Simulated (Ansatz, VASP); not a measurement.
# Cross-check of InF between VASP and Ansatz

One calculation is typed for both programs; each brings its own data sets. How far apart do they land? The cell is generated by rule, not measured, and may not be a known phase. The cell is taken from a series of runs on this material, whose earlier steps may have relaxed, scaled, displaced or heated it; both programs get it as it stands.

Method: plane waves, with VASP 6.6.1 beside it; PBEsol, in Ansatz 0.2.0.

The structure was built from a prototype and need not be the compound's stable phase.

**1. The structure**

It takes space group P-3m1 (No. 164, trigonal). Conventional cell: a = 4.459 Å, b = 4.459 Å, c = 5.557 Å, α = 90.00°, β = 90.00°, γ = 120.00°. In has 3 F at 2.58 Å nearest. Nearest to F lie 3 In at 2.58 Å. Farther neighbours and most contacts between anions are not listed.

**2. Ansatz: single point, PBEsol, pair 1**

Ansatz runs on its default PAW (the set named soft_2) files.

With cell and atoms fixed, the geometry can't cause a difference; cores, projectors, grids and the points listed under the comparison can.

File input.yaml:

```yaml
crystal:
  lattice:
    - [4.4585767631, 3.0711e-06, 0.0]
    - [-2.2292910412, 3.861239206, 0.0]
    - [0.0, 0.0, 5.5566930877]
  atoms:
    - { symbol: In, position: [0.3333333333, 0.6666666667, 0.249906106] }
    - { symbol: In, position: [0.6666666667, 0.3333333333, 0.750093894] }
    - { symbol: F, position: [0.6666666667, 0.3333333333, 0.2356029479] }
    - { symbol: F, position: [0.3333333333, 0.6666666667, 0.7643970521] }
kpoints:
  mp_grid: { grid: [10, 10, 4] }
hamiltonian:
  xc: pbesol
scf:
  occupations: { method: gaussian, width: 0.02 }
output:
  forces: true
  stress: true
  eigenvalues: true
```

The run is started by

```bash
> ansatz run input.yaml --threads 4 --pin off --max-ram 7168MiB --backend cpu --events-out ev --progress --plain --runs-dir out
```

Numbers of over 12 decimals in the logs are rounded to 6 here.

Log:

```text
Engine: ansatz 0.2.0, x86_64-unknown-linux-gnu
Pseudopotentials: kind: paw
Pseudopotential: In, paw, valence charge 13, recommended cutoff 420 eV (normal), In.paw.azcp
Pseudopotential: F, paw, valence charge 7, recommended cutoff 420 eV (normal), F.paw.azcp
Functional definition: PBEsol
  exchange = pbesol_x
  correlation = pbesol_c
Crystal: 4 atoms, lattice volume = 95.662 Å³
Basis set: ecut = 420 eV, 1873 PW (Γ), exchange–correlation on 60×60×80 points (8 copies of the dense FFT grid, shifted against one another)
Bands: 24, of which v1, the nominal top of the filled ones, is band 20 counted from 1 (19 counted from 0)
Symmetry: 12 space group operations
Space group: P-3m1 (ITA 164), of the structure as read, at distance tolerance 4.6e-5 Å
k-points: 50 of 400
Non-local potential: In, projectors of the file, l = 0: 2, l = 1: 2, l = 2: 2, l = 3: 2
Non-local potential: F, projectors of the file, l = 0: 2, l = 1: 2, l = 2: 1
PAW form: soft (Blöchl's): semilocal exchange-correlation on the pseudo side does not see the compensation charge
PAW frozen core: In, regenerated for the run's functional, and the local potential with it (the file was generated under x = pbe(κ = 0.804, μ = 0.219515), c = pbe(β = 0.066725))
PAW frozen core: F, regenerated for the run's functional, and the local potential with it (the file was generated under x = pbe(κ = 0.804, μ = 0.219515), c = pbe(β = 0.066725))
PAW one-centre angular grid: In, 590 points (default); XC on 64 Gauss nodes
PAW one-centre angular grid: F, 110 points (default); XC on 64 Gauss nodes
Initial density: superposition of atomic densities (neutral atoms: chi_scale 0, normalization atom), corrected by the library's trained network
Initial wavefunctions: pseudopotential atomic-orbital guess
Functional: x = pbesol(κ = 0.804, μ = 0.123457), c = pbesol(β = 0.046)
SCF iter   1: F=—  HF=-12651.782555 eV  |F-HF|=—  |Δ(HF+E_count)|=         —  Δρ=1.17e-2  dr2=9.10e-2  ethr=1.77e-3  ⟨swp⟩=5.5  Hψ=5032  notcnv=0
preconditioner: auto → Resta (q_TF=auto, 2.359 Å⁻¹)  ε∞=3.9  [insulator: Δε(μ)=1.572 eV  Ē_g=14.048 eV  σ=0.020 eV  W_gap=1.00  n_scr=22 (ndim 8)  ℏωp=24.0 eV  f_vac=0.143  D(μ)=0.00/eV (n_scr^D=0)  ε∞_Penn≈3.9]
SCF iter   2: F=—  HF=-12651.763656 eV  |F-HF|=—  |Δ(HF+E_count)|=   1.89e-2  Δρ=4.40e-3  dr2=1.15e-2  ethr=2.28e-4  ⟨swp⟩=2.0  Hψ=2799  notcnv=0
SCF iter   3: F=—  HF=-12651.761355 eV  |F-HF|=—  |Δ(HF+E_count)|=   2.30e-3  Δρ=8.24e-4  dr2=8.87e-4  ethr=2.87e-5  ⟨swp⟩=2.3  Hψ=2347  notcnv=0
SCF iter   4: F=—  HF=-12651.761830 eV  |F-HF|=—  |Δ(HF+E_count)|=   4.76e-4  Δρ=2.71e-4  dr2=1.48e-4  ethr=2.22e-6  ⟨swp⟩=2.9  Hψ=2186  notcnv=0
SCF iter   5: F=—  HF=-12651.762051 eV  |F-HF|=—  |Δ(HF+E_count)|=   2.20e-4  Δρ=6.66e-5  dr2=9.96e-6  ethr=3.71e-7  ⟨swp⟩=2.0  Hψ=1711  notcnv=0
SCF iter   6: F=—  HF=-12651.762129 eV  |F-HF|=—  |Δ(HF+E_count)|=   7.79e-5  Δρ=1.58e-5  dr2=2.81e-7  ethr=2.49e-8  ⟨swp⟩=2.0  Hψ=1618  notcnv=0
SCF iter   7: F=-12651.762129 eV  HF=-12651.762129 eV  |F-HF|=8.70e-9  |Δ(HF+E_count)|=   3.07e-7  Δρ=5.88e-6  dr2=4.40e-8  ethr=2.50e-10  ⟨swp⟩=6.0  Hψ=5515  notcnv=0
SCF 1 converged in 7 iterations: F = -12651.762129 eV  dr2 = 4.40e-8
  greatest PAW one-centre occupation: 0.985 electrons in one spin orbital (limit 2), on the In atom at site 1 (counted from 0), in its partial waves of l = 2
SCF converged after 7 iterations
Free energy (F): -12651.762129 eV
Harris-Foulkes:  -12651.762129 eV  (|F-HF|=8.70e-9)
Internal energy: -12651.762129 eV  (E = F + TS)
E sigma→0 (E₀):  -12651.762129 eV
Fermi energy:    5.330390 eV
--- Per-component energies (eV) ---
  E_band       = -230.654179
  E_kinetic    = 888.335328
  E_local      = -3982.283879  (includes V_loc(G=0)·N_el)
  E_nonlocal   = 881.955234
  E_hartree    = 1550.546990
  E_xc         = -585.131124
  E_vxc        = -402.515438  (∫ρ·V_xc dr)
  E_paw        = -8542.878491  (= ΣΔE_a)
  E_vpaw       = -717.243227  (= ΣTr[D̂ρ^β])
  E_aug_tail   = 0.004056  (compensation charges beyond the density's cutoff)
  E_ewald      = -2862.866933
  E_core_change = 0.556690  (= ΣΔE_core)
  E_smearing   = -0.000000  (= −TS)
  E_closure    = -0.000000  (closes the sum)
  Σ components = -12651.762129   (vs F -12651.762129, Δ=0.00e0)
--- Forces (eV/Å), atoms counted from 1 ---
  atom   1  In     0.00000000    -0.00000000    -0.00566913
  atom   2  In    -0.00000000     0.00000000     0.00566913
  atom   3  F      0.00000000     0.00000000    -0.16981811
  atom   4  F      0.00000000    -0.00000000     0.16981811
  max |Σ_I F_I| component: 5.55e-17 eV/Å
--- Stress (GPa, compression-positive) ---
       -0.036482      -0.000000      -0.000000
        0.000000      -0.036482       0.000000
       -0.000000       0.000000       0.010638
  P = ⅓ Tr σ = -0.0208 GPa (-0.208 kbar)
--- Band table (eV; the first three rows and the last of 50) ---
  k-point 0: bands = [... 16 lower, 0.7510, 0.7510, 0.7860, 3.2272, 7.5899, 9.9571, 9.9571, 10.1018]
  k-point 1: bands = [... 16 lower, 0.7180, 0.7180, 1.6116, 3.2315, 7.8865, 9.8955, 9.8955, 10.0380]
  k-point 2: bands = [... 16 lower, 0.6485, 0.6485, 2.6439, 2.7260, 9.1472, 9.4626, 9.8326, 9.8326]
  k-point 49: bands = [... 16 lower, 0.8899, 0.8927, 4.4289, 4.4921, 6.6826, 6.7503, 7.7175, 7.9503]
```

In the SCF lines HF is the Harris–Foulkes energy and dr2 the Hartree energy of the density residual, in eV; the loop may stop once dr2 is under the threshold and the program's other checks hold. Hψ counts applications of the Hamiltonian.

The run ends at a pressure of -0.02 GPa, with forces up to 0.17 eV/Å.

**3. VASP: single point, PBEsol, pair 1**

The same cell, functional, mesh and smearing now go to VASP, with its own data sets.

Lines of VASP's logs that name or quote its potential files are left out, and so is its time.

File INCAR:

```
SYSTEM = InF
PREC = Accurate
ENCUT = 600
EDIFF = 1E-06
NELM = 120
ISMEAR = 0
SIGMA = 0.02
LREAL = .FALSE.
ALGO = Normal
GGA = PS
NBANDS = 26
LORBIT = 11
LWAVE = .FALSE.
LCHARG = .FALSE.
ISIF = 2
LASPH = .TRUE.
GGA_COMPAT = .FALSE.
EFERMI = MIDGAP
KPAR = 2
```

File POSCAR:

```
InF
1.0
    4.4585767631      0.0000030711      0.0000000000
   -2.2292910412      3.8612392060      0.0000000000
    0.0000000000      0.0000000000      5.5566930877
In F
2 2
Direct
    0.3333333333      0.6666666667      0.2499061060
    0.6666666666      0.3333333334      0.7500938940
    0.6666666666      0.3333333334      0.2356029479
    0.3333333333      0.6666666667      0.7643970521
```

File KPOINTS:

```
Automatic mesh
0
Gamma
10 10 4
0 0 0
```

The projector-augmented-wave data sets are In_d and F (PBE family, release 64).

The run is started by

```bash
> mpirun -np 2 vasp_std
```

Log:

```text
[banner, memory and clock lines left out]
running    2 mpi-ranks, on    1 nodes
 distrk:  each k-point on    1 cores,    2 groups
 distr:  one band on    1 cores,    1 groups

 POSCAR found type information on POSCAR InF
 POSCAR found :  2 types and       4 ions
|                                                                             |
|               ----> ADVICE to this user running VASP <----                  |
|                                                                             |
|     You enforced a specific xc type in the INCAR file but a different       |
|     [... a line on the potential file left out ...]
|     I HOPE YOU KNOW WHAT YOU ARE DOING!                                     |
|                                                                             |

 LDA part: xc-table for (Slater+PW92), standard interpolation
 POSCAR, INCAR and KPOINTS ok, starting setup
 FFT: planning ... GRIDC
 FFT: planning ... GRID_SOFT
 FFT: planning ... GRID
 WAVECAR not read
 entering main loop
       N       E                     dE             d eps       ncg     rms          rms(c)
DAV:   1     0.467789544061E+03    0.46779E+03   -0.21550E+04  2600   0.207E+03
DAV:   2     0.571644122095E+02   -0.41063E+03   -0.39650E+03  2744   0.492E+02
DAV:   3    -0.140642679310E+02   -0.71229E+02   -0.69475E+02  3194   0.203E+02
DAV:   4    -0.175684868231E+02   -0.35042E+01   -0.34921E+01  3090   0.480E+01
DAV:   5    -0.176619362238E+02   -0.93449E-01   -0.93428E-01  3052   0.755E+00    0.777E+00
DAV:   6    -0.156684479557E+02    0.19935E+01   -0.80203E+00  3516   0.224E+01    0.470E+00
DAV:   7    -0.156197507367E+02    0.48697E-01   -0.74763E-01  2656   0.487E+00    0.174E+00
DAV:   8    -0.155814497143E+02    0.38301E-01   -0.57972E-02  2772   0.183E+00    0.771E-01
DAV:   9    -0.155688068671E+02    0.12643E-01   -0.24809E-02  3504   0.145E+00    0.161E-01
DAV:  10    -0.155703758693E+02   -0.15690E-02   -0.51803E-03  3150   0.460E-01    0.123E-01
DAV:  11    -0.155708204449E+02   -0.44458E-03   -0.90056E-04  2696   0.164E-01    0.686E-02
DAV:  12    -0.155708308118E+02   -0.10367E-04   -0.42751E-04  3386   0.116E-01    0.541E-02
DAV:  13    -0.155708339878E+02   -0.31760E-05   -0.57140E-05  3378   0.687E-02    0.278E-02
DAV:  14    -0.155708376094E+02   -0.36216E-05   -0.13649E-05  2864   0.234E-02    0.115E-02
DAV:  15    -0.155708354648E+02    0.21446E-05   -0.50164E-06  2994   0.158E-02    0.350E-03
DAV:  16    -0.155708355058E+02   -0.40947E-07   -0.13445E-06  1876   0.725E-03
   1 F= -.15570836E+02 E0= -.15570836E+02  d E =0.000000E+00
```

From OUTCAR (step 3):

```text
ion  position               nearest neighbor table
   1  0.333  0.667  0.250-   3 2.58   3 2.58   3 2.58   4 2.70   4 2.86   2 3.79   2 3.79   2 3.79
                             2 3.79   2 3.79   2 3.79
   2  0.667  0.333  0.750-   4 2.58   4 2.58   4 2.58   3 2.70   3 2.86   1 3.79   1 3.79   1 3.79
                             1 3.79   1 3.79   1 3.79
   3  0.667  0.333  0.236-   1 2.58   1 2.58   1 2.58   2 2.70   2 2.86
   4  0.333  0.667  0.764-   2 2.58   2 2.58   2 2.58   1 2.70   1 2.86

  LATTYP: Found a hexagonal cell.
 ALAT       =     4.4585767631
 C/A-ratio  =     1.2462930175

 Subroutine GETGRP returns: Found 12 space group operations
 (whereof 12 operations were pure point group operations)

The static configuration has the point symmetry D_3d.

 Found     50 irreducible k-points:

   k-points           NKPTS =     50   k-points in BZ     NKDIM =     50   number of bands    NBANDS=     26

   dimension x,y,z NGX =    36 NGY =   36 NGZ =   48
   dimension x,y,z NGXF=    72 NGYF=   72 NGZF=   96

   ENCUT  =  600.0 eV  44.10 Ry    6.64 a.u.   8.90  8.90 11.10*2*pi/ulx,y,z

   NELECT =      40.0000    total number of electrons

 k-points in reciprocal lattice and weights: Automatic mesh
   0.00000000  0.00000000  0.00000000       0.003
   0.10000000  0.00000000  0.00000000       0.015
   0.20000000  0.00000000  0.00000000       0.015
   0.30000000  0.00000000  0.00000000       0.015
   0.40000000  0.00000000  0.00000000       0.015
   0.50000000  0.00000000  0.00000000       0.007
   0.10000000  0.10000000  0.00000000       0.015
   0.20000000  0.10000000  0.00000000       0.030
   0.30000000  0.10000000  0.00000000       0.030
[...]
0.40000000  0.20000000  0.50000000       0.015
   0.30000000  0.30000000  0.50000000       0.015

 average (electrostatic) potential at core
       1 -97.4072       2 -97.4072       3 -76.1312       4 -76.1312

 E-fermi :   3.2974

 k-point     1 :       0.0000    0.0000    0.0000
  band No.  band energies     occupation
    ...
     16      -1.5797      2.00000
     17      -1.2778      2.00000
     18      -1.2778      2.00000
     19      -1.2436      2.00000
     20       1.1923      2.00000
     21       5.5576      0.00000
     22       7.9230      0.00000
     23       7.9230      0.00000
     24       8.0672      0.00000
     25       8.0672      0.00000
    ...

 k-point     2 :       0.1000    0.0000    0.0000
  band No.  band energies     occupation
    ...
     16      -1.6132      2.00000
     17      -1.2890      2.00000
     18      -1.2456      2.00000
     19      -0.9409      2.00000
     20       1.3371      2.00000
     21       5.6099      0.00000
     22       7.2514      0.00000
     23       7.6548      0.00000
     24       7.9610      0.00000
     25       8.4466      0.00000
    ...

 k-point     3 :       0.2000    0.0000    0.0000
  band No.  band energies     occupation
    ...
     16      -1.6970      2.00000
     17      -1.3210      2.00000
     18      -1.2765      2.00000
     19      -0.3780      2.00000
     20       1.6694      2.00000
     21       5.7718      0.00000
     22       6.2434      0.00000
     23       7.4366      0.00000
     24       7.5804      0.00000
     25       8.9608      0.00000
    ...

  Total       -0.0875844     -0.0875844     -0.0740368     -0.0000000     -0.0000000      0.0000000
  in kB       -1.4668910     -1.4668910     -1.2399915     -0.0000000     -0.0000000      0.0000000
  external PRESSURE =      -1.3912578 kB  Pullay stress =       0.0000000 kB

  energy-cutoff  :      600.00
  volume of cell :       95.66
      direct lattice vectors                 reciprocal lattice vectors
     4.458576763  0.000003071  0.000000000     0.224286730  0.129492210  0.000000000
    -2.229291041  3.861239206  0.000000000    -0.000000178  0.258984111  0.000000000
     0.000000000  0.000000000  5.556693088     0.000000000  0.000000000  0.179963152

 POSITION                                       TOTAL-FORCE (eV/Angst)
 -----------------------------------------------------------------------------------
     -0.00000      2.57416      1.38865        -0.000000      0.000000     -0.002418
      2.22929      1.28708      4.16804         0.000000     -0.000000      0.002418
      2.22929      1.28708      1.30917        -0.000000      0.000000     -0.165513
     -0.00000      2.57416      4.24752        -0.000000     -0.000000      0.165513
 -----------------------------------------------------------------------------------
    total drift:                                0.000002     -0.000001     -0.000000

  FREE ENERGIE OF THE ION-ELECTRON SYSTEM (eV)
  ---------------------------------------------------
  free  energy   TOTEN  =       -15.5708355058 eV

  energy  without entropy=      -15.5708355058  energy(sigma->0) =      -15.57083551

 total charge
# of ion       s       p       d       tot
------------------------------------------
    1        1.174   0.162   9.860  11.196
    2        1.174   0.162   9.860  11.196
    3        1.743   4.274   0.000   6.018
    4        1.743   4.274   0.000   6.018
--------------------------------------------------
tot          5.834   8.873  19.719  34.426

[... 3 further parts left out ...]
```

The run ends at a pressure of -0.14 GPa, with forces up to 0.17 eV/Å.

**4. Side by side**

Known differences besides the potentials themselves: the cutoff is 420 eV in Ansatz and 600 eV in VASP; Ansatz makes its cores anew for this functional, VASP keeps those of its PBE data sets. Total energies have different zeros and are not compared.

Both answers:

| quantity | Ansatz | VASP | difference |
| --- | --- | --- | --- |
| pressure (GPa) | -0.02 | -0.14 | +0.12 |
| gap on the k mesh (eV) | 1.677 | 1.674 | +0.002 |

Forces (eV/Å; atoms numbered as in POSCAR):

| atom | Ansatz x, y, z | VASP x, y, z |
| --- | --- | --- |
| In1 | 0.000, 0.000, -0.006 | 0.000, 0.000, -0.002 |
| In2 | 0.000, 0.000, 0.006 | 0.000, 0.000, 0.002 |
| F3 | 0.000, 0.000, -0.170 | 0.000, 0.000, -0.166 |
| F4 | 0.000, 0.000, 0.170 | 0.000, 0.000, 0.166 |

The forces differ by 2.2 meV/Å r.m.s., which is 3.3 % of the r.m.s. force of 0.068 eV/Å (both taken over all components). A gap on the mesh is an upper bound, since the band edges may lie between its points.

**5. Ansatz: single point, PBEsol, pair 2**

A single point takes one fixed geometry, so differences don't come from the geometry; what else differs is listed under the comparison.

The cell is taken from a series of runs on this material, whose earlier steps may have relaxed, scaled, displaced or heated it; both programs get it as it stands.

input.yaml, the sections that differ from step 2:

```yaml
crystal:
  lattice:
    - [4.4585767631, 3.0711e-06, 0.0]
    - [-2.2292910412, 3.861239206, 0.0]
    - [0.0, 0.0, 5.5566930877]
  atoms:
    - { symbol: In, position: [0.3333333333, 0.6666666667, 0.2498356854] }
    - { symbol: In, position: [0.6666666667, 0.3333333333, 0.7501643146] }
    - { symbol: F, position: [0.6666666667, 0.3333333333, 0.2248051588] }
    - { symbol: F, position: [0.3333333333, 0.6666666667, 0.7751948412] }
# kpoints, hamiltonian, scf, output: as in step 2
```

The run is started by

```bash
> ansatz run input.yaml --threads 4 --pin off --max-ram 7168MiB --backend cpu --events-out ev --progress --plain --runs-dir out
```

Log:

```text
[...]
Crystal: 4 atoms, lattice volume = 95.662 Å³
Basis set: ecut = 420 eV, 1873 PW (Γ), exchange–correlation on 60×60×80 points (8 copies of the dense FFT grid, shifted against one another)
Bands: 24, of which v1, the nominal top of the filled ones, is band 20 counted from 1 (19 counted from 0)
Symmetry: 12 space group operations
[...]
k-points: 50 of 400
[...]
P = ⅓ Tr σ = -0.0623 GPa (-0.623 kbar)
--- Band table (eV; the first three rows and the last of 50) ---
  k-point 0: bands = [... 16 lower, 0.6991, 0.7409, 0.7409, 3.2998, 7.5987, 9.9580, 9.9580, 10.0998]
  k-point 1: bands = [... 16 lower, 0.7104, 0.7104, 1.5754, 3.2762, 7.8996, 9.8646, 9.8646, 10.0697]
  k-point 2: bands = [... 16 lower, 0.6561, 0.6561, 2.6166, 2.7520, 9.0665, 9.6041, 9.7800, 9.7800]
  k-point 49: bands = [... 16 lower, 0.8719, 0.8774, 4.3767, 4.4835, 6.6919, 6.8020, 7.6322, 8.0323]
[key lines of the parts left out:]
SCF converged after 7 iterations
Free energy (F): -12651.789588 eV
Fermi energy:    5.285802 eV
```

The run ends at a pressure of -0.06 GPa, with forces up to 0.29 eV/Å.

(Continued in part 2 of 2.)

[Lines on the potential files, build, host, timing and source positions are cut from VASP's logs without a mark.]

[Logs are printed without paths, hosts, clocks, repeated set-up lines and the standing remarks that a program may print on its own settings, such as how far it seeks lower states.]

[Hosts, paths, dates, database ids (printed as entryN), source tags and the programs' standing remarks are cut or masked in the printed files.]
